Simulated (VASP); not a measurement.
# LiIn (Fd-3m) in VASP: a series of runs, part 2 of 2

VASP 6.6.1. The steps go on from the part before.

## Step 3: Single point, LDA

INCAR reads:

```
SYSTEM = LiIn
PREC = Accurate
ENCUT = 520
EDIFF = 1E-6
ISMEAR = -1
SIGMA = 0.15
LREAL = .False.
LASPH = .True.
NELM = 100
ALGO = Normal
ISIF = 2
LWAVE = .False.
LCHARG = .False.
NBANDS = 24
```

KPOINTS reads:

```
regular mesh
0
Gamma
  4 4 4
  0 0 0
```

POSCAR reads:

```
LiIn
1.0
    0.0000000000      3.3930000000      3.3930000000
    3.3930000000      0.0000000000      3.3930000000
    3.3930000000      3.3930000000      0.0000000000
Li In
2 2
Direct
    0.5000000000      0.5000000000      0.5000000000
    0.7500000000      0.7500000000      0.7500000000
    0.0000000000      0.0000000000      0.0000000000
    0.2500000000      0.2500000000      0.2500000000
```

Potentials or basis: VASP PAW LDA potentials, release 64 (Li_sv, In_d).

On the command line:

```sh
$ cat potpaw_LDA.64/Li_sv/POTCAR potpaw_LDA.64/In_d/POTCAR > POTCAR
$ mpirun -np 1 vasp_std > vasp.out
```

OUTCAR:

```text
SYSTEM = LiIn
   PREC = Accurate
   ENCUT = 520
   EDIFF = 1E-6
   ISMEAR = -1
   LREAL = .False.
   LASPH = .True.
   NELM = 100
   ISIF = 2

 ion  position               nearest neighbor table
   1  0.500  0.500  0.500-   4 2.94   4 2.94   4 2.94   4 2.94
   2  0.750  0.750  0.750-   3 2.94   3 2.94   3 2.94   3 2.94
   3  0.000  0.000  0.000-   2 2.94   2 2.94   2 2.94   2 2.94   4 2.94   4 2.94   4 2.94   4 2.94

   4  0.250  0.250  0.250-   3 2.94   3 2.94   3 2.94   1 2.94   3 2.94   1 2.94   1 2.94   1 2.94

  LATTYP: Found a face centered cubic cell.
 ALAT       =     6.7860000000

  Lattice vectors:

 A1 = (   0.0000000000,   3.3930000000,   3.3930000000)
 A2 = (   3.3930000000,   0.0000000000,   3.3930000000)
 A3 = (   3.3930000000,   3.3930000000,   0.0000000000)

Analysis of symmetry for initial positions (statically):
=====================================================================
 Subroutine PRICEL returns:
 Original cell was already a primitive cell.

 Routine SETGRP: Setting up the symmetry group for a
 face centered cubic supercell.

 Subroutine GETGRP returns: Found 48 space group operations
 (whereof 24 operations were pure point group operations)
 out of a pool of 48 trial point group operations.

The static configuration has the point symmetry T_d .
 The point group associated with its full space group is O_h .

Analysis of symmetry for dynamics (positions and initial velocities):
=====================================================================
 Subroutine PRICEL returns:
 Original cell was already a primitive cell.

 Routine SETGRP: Setting up the symmetry group for a
 face centered cubic supercell.

 Subroutine GETGRP returns: Found 48 space group operations
 (whereof 24 operations were pure point group operations)
 out of a pool of 48 trial point group operations.

The dynamic configuration has the point symmetry T_d .
[... 104 lines left out ...]
   IALGO  =     38    algorithm
   IMIX   =      4    mixing-type and parameters
     AMIX     =   0.40;   BMIX     =  1.00
     AMIX_MAG =   1.60;   BMIX_MAG =  1.00
  volume/ion in A,a.u.               =      19.53       131.80
  Fermi-wavevector in a.u.,A,eV,Ry     =   1.215806  2.297540 20.111919  1.478184
  Thomas-Fermi vector in A             =   2.351181
   LORBIT       =      0    0 simple, 1 ext, 2 COOP (PROOUT), +10 PAW based schemes
   GGA     = CA    functional components
   LHFCALC =     F    Hartree Fock is set to
   AEXX    =    0.0000 exact exchange contribution
   IVDW    =     0    specifies the selected vdW correction
   LEPSILON=     F    determine dielectric tensor
   LRPA    =     F    only Hartree local field effects (RPA)
 non-spin polarized calculation
  energy-cutoff  :      520.00
  volume of cell :       78.12
 maximum number of plane-waves:      2120
   NGX = 17   NGY = 17   NGZ = 17

 number of electron      31.9999985 magnetization

 Free energy of the ion-electron system (eV)
  ---------------------------------------------------
  ext. energy  EPLUGINS =         0.00000000
  ---------------------------------------------------
  free energy    TOTEN  =       -11.69104288 eV

  energy without entropy =      -11.58388995  energy(sigma->0) =      -11.63746641

 E-fermi :   6.1571     XC(G=0):  -9.7316

 val. band max:        5.8840672008   @ k =   0.2500   0.0000   0.0000
 cond. band min:       6.2724178501   @ k =   0.5000   0.0000   0.0000
 fundamental gap:      0.3883506493
 Fermi energy:         6.1570926977

 k-point     1 :       0.0000    0.0000    0.0000
  band No.  band energies     occupation
      1     -40.3227      2.00000
      2     -40.3015      2.00000
      3      -8.9029      2.00000
      4      -8.9029      2.00000
      5      -8.9029      2.00000
      6      -8.8518      2.00000
[... 205 lines left out ...]
     23      13.8211      0.00000
     24      13.8211      0.00000

------------------------ aborting loop because EDIFF is reached ----------------------------------------

  FORCE on cell =-STRESS in cart. coord.  units (eV):
  Direction    XX          YY          ZZ          XY          YZ          ZX
  --------------------------------------------------------------------------------------
  -------------------------------------------------------------------------------------
  Total       -1.0960832     -1.0960832     -1.0960832      0.0000000      0.0000000     -0.0000000
  in kB      -22.4787684    -22.4787684    -22.4787684      0.0000000      0.0000000     -0.0000000
  external PRESSURE =     -22.4787684 kB  Pullay stress =       0.0000000 kB

 VOLUME and BASIS-vectors are now :
 -----------------------------------------------------------------------------
  energy-cutoff  :      520.00
  volume of cell :       78.12
      direct lattice vectors                 reciprocal lattice vectors
     0.000000000  3.393000000  3.393000000    -0.147362216  0.147362216  0.147362216
     3.393000000  0.000000000  3.393000000     0.147362216 -0.147362216  0.147362216
     3.393000000  3.393000000  0.000000000     0.147362216  0.147362216 -0.147362216

 POSITION                                       TOTAL-FORCE (eV/Angst)
 -----------------------------------------------------------------------------------
      3.39300      3.39300      3.39300        -0.000000      0.000000     -0.000000
      5.08950      5.08950      5.08950         0.000000      0.000000      0.000000
      0.00000      0.00000      0.00000        -0.000000     -0.000000     -0.000000
      1.69650      1.69650      1.69650         0.000000      0.000000      0.000000
 -----------------------------------------------------------------------------------
    total drift:                                0.000000      0.000000      0.000000

  FREE ENERGIE OF THE ION-ELECTRON SYSTEM (eV)
  ---------------------------------------------------
  free  energy   TOTEN  =       -11.6910428794 eV

  energy  without entropy=      -11.5838899472  energy(sigma->0) =      -11.63746641
```

OSZICAR:

```text
N       E                     dE             d eps       ncg     rms          rms(c)
DAV:   1     0.261954796989E+03    0.26195E+03   -0.15207E+04   384   0.168E+03
DAV:   2     0.133706436641E+02   -0.24858E+03   -0.24081E+03   392   0.401E+02
DAV:   3    -0.941546789007E+01   -0.22786E+02   -0.22488E+02   616   0.122E+02
DAV:   4    -0.117434774984E+02   -0.23280E+01   -0.22826E+01   688   0.314E+01
DAV:   5    -0.119063034653E+02   -0.16283E+00   -0.16277E+00   552   0.478E+00    0.564E+00
DAV:   6    -0.117309808679E+02    0.17532E+00   -0.33674E-01   528   0.863E+00    0.261E+00
DAV:   7    -0.116951655991E+02    0.35815E-01   -0.77611E-02   536   0.341E+00    0.655E-01
DAV:   8    -0.116917994079E+02    0.33662E-02   -0.80497E-03   680   0.101E+00    0.277E-01
DAV:   9    -0.116910312162E+02    0.76819E-03   -0.49341E-04   624   0.173E-01    0.634E-02
DAV:  10    -0.116910417342E+02   -0.10518E-04   -0.90364E-05   560   0.505E-02    0.133E-02
DAV:  11    -0.116910427831E+02   -0.10488E-05   -0.37703E-06   496   0.120E-02    0.903E-03
DAV:  12    -0.116910428794E+02   -0.96321E-07   -0.26305E-07   336   0.564E-03
   1 F= -.11691043E+02 E0= -.11637466E+02  d E =-.107153E+00
```

stdout:

```text
POSCAR found type information on POSCAR LiIn
 POSCAR found :  2 types and       4 ions
 scaLAPACK will be used
 LDA part: xc-table for (Slater(with rela. corr.)+CA(PZ))
 , standard interpolation
 POSCAR, INCAR and KPOINTS ok, starting setup
 FFT: planning ... GRIDC
 FFT: planning ... GRID_SOFT
 FFT: planning ... GRID
 WAVECAR not read
 entering main loop
```

It took 7.5 s on 1 thread of Intel Xeon 6975P-C (Granite Rapids), shared host; peak memory 0.17 GiB.

What came out:

```
Free energy            : -11.6910 eV
Band gap on the k mesh : none (metal or under the smearing width)
```

Levels at points of the mesh, in eV from the Fermi level:
```tsv
k point	band 14	band 15	band 16	band 17	band 18	band 19
(0.00, 0.00, 0.00)	0.63	0.83	0.83	0.83	1.20	1.20
(0.50, 0.00, 0.00)	-5.46	-0.64	-0.64	0.12	1.12	1.12
(0.50, 0.50, 0.00)	-6.23	-2.66	-2.66	0.14	0.14	6.76
```

Caveat: the k mesh is coarse (spacing up to 0.40 Å⁻¹), so the values aren't converged; the cutoff is under 1.25 times the usual one of these potentials, so pressure, stress and relaxed cells hold a basis-set (Pulay) error.
